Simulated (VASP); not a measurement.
Here is the system:

```xyz
6
Lattice="2.8144 -2.8165 0.0027 2.8144 2.8165 0.0027 -2.7035 0.0000 7.2544" Properties=species:S:1:pos:R:3 pbc="T T T"
Y      0.7868    -0.6989     5.4435
Y      2.1385     0.6989     1.8163
Si     0.7624     2.1081     4.2484
Si     2.1629    -2.1081     3.0113
Si     0.8111     2.1081     6.6385
Si     2.1142    -2.1081     0.6212
```

Calculation: r2SCAN meta-GGA, VASP's PBE PAW potentials (set 64) (plane waves; VASP). Numerical set-up: 400 eV cut-off, 9×9×5 Γ-centred mesh, tetrahedra with Blöchl corrections, potentials Y_sv Si.

Task: Give the energies of bands 11 to 22 at the high-symmetry points, in eV from the Fermi level.

Result: 
```
band      Γ      A     I2     M2      Y     V2
----  -----  -----  -----  -----  -----  -----
11    -9.36  -6.81  -8.29  -8.32  -8.33  -9.41
12    -3.88  -6.81  -8.29  -8.32  -8.30  -6.83
13    -3.82  -3.81  -5.21  -5.21  -5.26  -5.10
14    -3.79  -3.81  -5.21  -5.21  -5.17  -4.90
15    -2.66  -2.66  -3.86  -3.82  -3.83  -4.10
16    -2.66  -2.66  -3.86  -3.82  -3.82  -2.12
17    -2.46  -2.15  -3.26  -3.33  -3.36  -2.06
18    -1.16  -2.15  -3.26  -3.33  -3.29  -1.58
19    -0.85   0.88   0.01   0.02  -0.09  -0.81
20    -0.46   0.88   0.01   0.02   0.14  -0.25
21     1.17   1.51   2.17   2.16   2.14   0.84
22     1.75   1.51   2.17   2.16   2.17   1.56
```

It has no gap at this level: it comes out as a metal or semimetal.

The structure comes from a computed database's YSi2 entry (C2/c); how it stands against other phases isn't given here. It was relaxed first.
